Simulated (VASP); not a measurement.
Input of a VASP 6.6.1 run:

INCAR

```
  ALGO = Normal
  EDIFF = 1E-7
  ENCUT = 520
  GGA = PE
  ISIF = 2
  ISMEAR = -1
  LASPH = T
  LCHARG = F
  LREAL = F
  LWAVE = F
  NBANDS = 22
  NELM = 80
  PREC = Accurate
  SIGMA = 0.05
```

Contents of KPOINTS:

```
k-points
0
Gamma
  5 5 5
```

Contents of POSCAR:

```
KLiMg6
1.0
    5.3278510000      0.0000000000      0.0000000000
    0.0000000000      3.3794905000      5.8167545000
    0.0000000000     -3.3794905000      5.8167545000
K Mg Li
1 6 1
Direct
    0.0000000000      0.8279340000      0.8279340000
    0.5000000000      0.1679630000      0.1679630000
    0.5000000000      0.6576350000      0.1934110000
    0.5000000000      0.1934110000      0.6576350000
    0.0000000000      0.3356530000      0.3356530000
    0.0000000000      0.8290610000      0.3318970000
    0.0000000000      0.3318970000      0.8290610000
    0.5000000000      0.6564470000      0.6564470000
```

Potentials or basis: VASP PAW PBE potentials, release 64 (K_sv, Mg, Li_sv).

Command:

```bash
$ cat potpaw_PBE.64/K_sv/POTCAR potpaw_PBE.64/Mg/POTCAR potpaw_PBE.64/Li_sv/POTCAR > POTCAR
$ mpirun -np 1 vasp_std > vasp.out
```

Predict the band gap on the k mesh.

none (metal or under the smearing width).

Predict the largest force.

0.067 eV/Å.

Forces in eV/Å, atoms in the order of the input:
```
K    0.000  0.000 -0.027
Mg   0.000  0.000  0.021
Mg   0.000 -0.042  0.050
Mg   0.000  0.042  0.050
Mg   0.000  0.000  0.014
Mg   0.000  0.001 -0.021
Mg   0.000 -0.001 -0.021
Li   0.000  0.000 -0.067
```
